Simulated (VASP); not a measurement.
Output of a VASP run:

File OSZICAR:
```
       N       E                     dE             d eps       ncg     rms          rms(c)
DAV:   1     0.435314982852E+02    0.43531E+02   -0.89496E+03  5368   0.144E+03
DAV:   2    -0.231100382297E+02   -0.66642E+02   -0.62720E+02  7060   0.282E+02
DAV:   3    -0.256923930329E+02   -0.25824E+01   -0.25506E+01  6872   0.483E+01
DAV:   4    -0.257186907643E+02   -0.26298E-01   -0.26139E-01  6470   0.481E+00
DAV:   5    -0.257192086965E+02   -0.51793E-03   -0.51728E-03  7067   0.491E-01    0.513E+01
DAV:   6    -0.230826296076E+02    0.26366E+01   -0.13817E+01  6392   0.275E+01    0.417E+01
DAV:   7    -0.230120293280E+02    0.70600E-01   -0.69001E-01  6202   0.759E+00    0.258E+01
DAV:   8    -0.229967568509E+02    0.15272E-01   -0.11597E-01  6396   0.334E+00    0.558E+00
DAV:   9    -0.229876260807E+02    0.91308E-02   -0.50382E-02  6469   0.166E+00    0.170E+00
DAV:  10    -0.229871384050E+02    0.48768E-03   -0.21515E-03  6331   0.431E-01    0.283E-01
DAV:  11    -0.229871403171E+02   -0.19121E-05   -0.20240E-04  6815   0.132E-01    0.347E-02
DAV:  12    -0.229871376391E+02    0.26780E-05   -0.13484E-05  6380   0.360E-02    0.365E-02
DAV:  13    -0.229871373572E+02    0.28185E-06   -0.70915E-07  6421   0.947E-03    0.137E-03
DAV:  14    -0.229871373661E+02   -0.88496E-08   -0.13728E-08  3530   0.143E-03
   1 F= -.22987137E+02 E0= -.22986888E+02  d E =-.749004E-03
```

OUTCAR:
```
------------------------ aborting loop because EDIFF is reached ----------------------------------------
  FORCE on cell =-STRESS in cart. coord.  units (eV):
  Direction    XX          YY          ZZ          XY          YZ          ZX
  --------------------------------------------------------------------------------------
  Total       -0.8816298     -0.1842521     -0.1842521      0.0000000      0.0000000      0.0000000
  in kB      -61.7817102    -12.9117782    -12.9117782      0.0000000      0.0000000      0.0000000
  external PRESSURE =     -29.2017555 kB  Pullay stress =       0.0000000 kB
  volume of cell :       22.86
      direct lattice vectors                 reciprocal lattice vectors
     0.000000000  2.245235255  2.245235255    -0.220488924  0.222693813  0.222693813
     2.267687608  0.000000000  2.245235255     0.220488924 -0.222693813  0.222693813
     2.267687608  2.245235255  0.000000000     0.220488924  0.222693813 -0.222693813
 POSITION                                       TOTAL-FORCE (eV/Angst)
 -----------------------------------------------------------------------------------
      0.00000      0.00000      0.00000         0.000000      0.000000     -0.000000
      2.26769      2.24524      2.24524         0.000000      0.000000      0.000000
 -----------------------------------------------------------------------------------
    total drift:                                0.000000      0.000000      0.000000
  FREE ENERGIE OF THE ION-ELECTRON SYSTEM (eV)
  ---------------------------------------------------
  free  energy   TOTEN  =       -22.9871373661 eV

  energy  without entropy=      -22.9863883625  energy(sigma->0) =      -22.98688770
```
(Selected blocks of OUTCAR.)

### POSCAR
```
HfN
1
    0.0000000000     2.2452352555     2.2452352555
    2.2676876081     0.0000000000     2.2452352555
    2.2676876081     2.2452352555     0.0000000000
Hf N
1 1
Direct
  0.0000000000   0.0000000000   0.0000000000
  0.5000000000   0.5000000000   0.5000000000
```

### Question
Write an INCAR and KPOINTS that could have produced this output.

### Answer
Several could match; the one computed here: the input of the run itself, PBEsol GGA, plane waves, VASP's PBE PAW potentials (set 64).

### INCAR
```
NELM = 100
SYSTEM = HfN
LMAXMIX = 6
ISIF = 2
LCHARG = F
LWAVE = F
ALGO = Normal   # blocked Davidson
ISMEAR = 1
SIGMA = 0.1
LREAL = F   # projection in real space or not
ENCUT = 600
EDIFF = 1E-7
PREC = Accurate
LASPH = T   # aspherical one-centre terms
GGA = PS   # PBEsol
```

File KPOINTS:
```
Automatic mesh
0
Gamma
14 14 14
0 0 0
```

POTCAR, in this order: Hf_pv N (PBE.64 set). Program: vasp_std.

The compound is HfN in the rock salt structure. This cell was strained or had an atom moved on purpose. The electron count is odd and the run is not spin-polarised, which forces a metal.
